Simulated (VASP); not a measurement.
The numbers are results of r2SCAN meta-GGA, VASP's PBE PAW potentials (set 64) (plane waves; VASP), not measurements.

The input files of a VASP run:

**POSCAR**
```
Gd
1
    1.8481912989    -3.2011610043     0.0000000000
    1.8481912989     3.2011610043     0.0000000000
   -0.0000000000    -0.0000000000     5.6398706988
Gd
2
Direct
  0.3333330000   0.6666670000   0.2500000000
  0.6666670000   0.3333330000   0.7500000000
```

**INCAR**
```
! general
SYSTEM  = Gd
PREC    = Accurate
ENCUT   = 480   ! plane-wave cut-off (eV)
LREAL   = .FALSE.
LASPH   = .TRUE.

! electronic loop
EDIFF   = 1E-7   ! SCF stop (eV)
NELM    = 100   ! most electronic steps
ALGO    = Normal
LMAXMIX = 6
LMIXTAU = .TRUE.

! smearing
ISMEAR  = 1   ! Methfessel-Paxton
SIGMA   = 0.1   ! width (eV)

! functional
METAGGA = R2SCAN

! ions
ISIF    = 2   ! forces and stress, cell fixed

! output
LWAVE   = .FALSE.
LCHARG  = .FALSE.
```

### KPOINTS
```
Automatic mesh
0
Gamma
10 10 6
0 0 0
```

POTCAR, in this order: Gd_3 (PBE.64 set). Program: vasp_std.

The resulting files:

File OSZICAR:
```
       N       E                     dE             d eps       ncg     rms          rms(c)
DAV:   1    -0.159382110709E+02   -0.15938E+02   -0.88882E+03  1456   0.120E+03
DAV:   2    -0.619820350450E+02   -0.46044E+02   -0.45065E+02  1606   0.233E+02
DAV:   3    -0.637423270729E+02   -0.17603E+01   -0.16182E+01  1978   0.270E+01
DAV:   4    -0.637932976935E+02   -0.50971E-01   -0.50815E-01  2055   0.433E+00
DAV:   5    -0.637964258526E+02   -0.31282E-02   -0.31263E-02  2293   0.598E-01    0.267E+01
DAV:   6    -0.615482338041E+02    0.22482E+01   -0.38340E-01  1801   0.664E+00    0.146E+01
DAV:   7    -0.600323169007E+02    0.15159E+01   -0.57401E-01  1746   0.720E+00    0.154E+00
DAV:   8    -0.611872570709E+02   -0.11549E+01   -0.61875E-01  1671   0.662E+00    0.373E+00
DAV:   9    -0.613187876371E+02   -0.13153E+00   -0.39531E-02  2027   0.169E+00    0.162E+00
DAV:  10    -0.612581808299E+02    0.60607E-01   -0.57189E-03  2336   0.611E-01    0.178E+00
DAV:  11    -0.612233240023E+02    0.34857E-01   -0.12859E-03  1785   0.485E-01    0.189E+00
DAV:  12    -0.612076442215E+02    0.15680E-01   -0.18082E-01  1486   0.500E+00    0.105E+00
DAV:  13    -0.612081553303E+02   -0.51111E-03   -0.19011E-03  1865   0.420E-01    0.112E+00
DAV:  14    -0.612078367507E+02    0.31858E-03   -0.10849E-03  1636   0.288E-01    0.823E-01
DAV:  15    -0.612084730407E+02   -0.63629E-03   -0.19080E-04  1866   0.139E-01    0.756E-01
DAV:  16    -0.612088741548E+02   -0.40111E-03   -0.92406E-04  1571   0.348E-01    0.533E-01
DAV:  17    -0.612092928367E+02   -0.41868E-03   -0.50418E-04  1551   0.246E-01    0.709E-02
DAV:  18    -0.612094110421E+02   -0.11821E-03   -0.24169E-04  1661   0.118E-01    0.146E-01
DAV:  19    -0.612094568369E+02   -0.45795E-04   -0.34816E-05  2391   0.421E-02    0.205E-01
DAV:  20    -0.612094583718E+02   -0.15349E-05   -0.39989E-05  1601   0.509E-02    0.188E-01
DAV:  21    -0.612095287002E+02   -0.70328E-04   -0.31243E-05  1591   0.684E-02    0.184E-01
DAV:  22    -0.612095227897E+02    0.59106E-05   -0.19081E-05  1661   0.366E-02    0.175E-01
DAV:  23    -0.612095339712E+02   -0.11182E-04   -0.75413E-06  1751   0.293E-02    0.693E-02
DAV:  24    -0.612095304988E+02    0.34724E-05   -0.13099E-06  1731   0.154E-02    0.305E-02
DAV:  25    -0.612095349834E+02   -0.44846E-05   -0.11340E-06  1621   0.139E-02    0.145E-02
DAV:  26    -0.612095332978E+02    0.16856E-05   -0.52153E-07  1626   0.969E-03    0.465E-03
DAV:  27    -0.612095354954E+02   -0.21976E-05   -0.51055E-07  1566   0.936E-03    0.186E-03
DAV:  28    -0.612095349508E+02    0.54467E-06   -0.41077E-08   923   0.266E-03    0.188E-03
DAV:  29    -0.612095352227E+02   -0.27198E-06   -0.13511E-08   843   0.137E-03    0.181E-03
DAV:  30    -0.612095351719E+02    0.50817E-07   -0.60636E-09   818   0.882E-04
   1 F= -.61209535E+02 E0= -.61210009E+02  d E =0.142249E-02
```

File OUTCAR:
```
------------------------ aborting loop because EDIFF is reached ----------------------------------------
  FORCE on cell =-STRESS in cart. coord.  units (eV):
  Direction    XX          YY          ZZ          XY          YZ          ZX
  --------------------------------------------------------------------------------------
  Total        0.0031421      0.0031421      0.0027515      0.0000000     -0.0000000      0.0000000
  in kB        0.0754347      0.0754347      0.0660578      0.0000000     -0.0000000      0.0000000
  external PRESSURE =       0.0723091 kB  Pullay stress =       0.0000000 kB
  volume of cell :       66.73
      direct lattice vectors                 reciprocal lattice vectors
     1.848191299 -3.201161004  0.000000000     0.270534766 -0.156193331  0.000000000
     1.848191299  3.201161004  0.000000000     0.270534766  0.156193331  0.000000000
     0.000000000  0.000000000  5.639870699     0.000000000  0.000000000  0.177309029
 POSITION                                       TOTAL-FORCE (eV/Angst)
 -----------------------------------------------------------------------------------
      1.84819      1.06706      1.40997        -0.000000     -0.000000      0.000000
      1.84819     -1.06706      4.22990         0.000000      0.000000      0.000000
 -----------------------------------------------------------------------------------
    total drift:                               -0.000005      0.000119     -0.000010
  FREE ENERGIE OF THE ION-ELECTRON SYSTEM (eV)
  ---------------------------------------------------
  free  energy   TOTEN  =       -61.2095351719 eV

  energy  without entropy=      -61.2109576571  energy(sigma->0) =      -61.21000933
```
(Selected blocks of OUTCAR.)

The 4f electrons are frozen in the core of the lanthanide potential, so 4f levels, which can set the real gap, and their magnetism are missing.

The compound is Gd in the hcp structure. It was relaxed first.
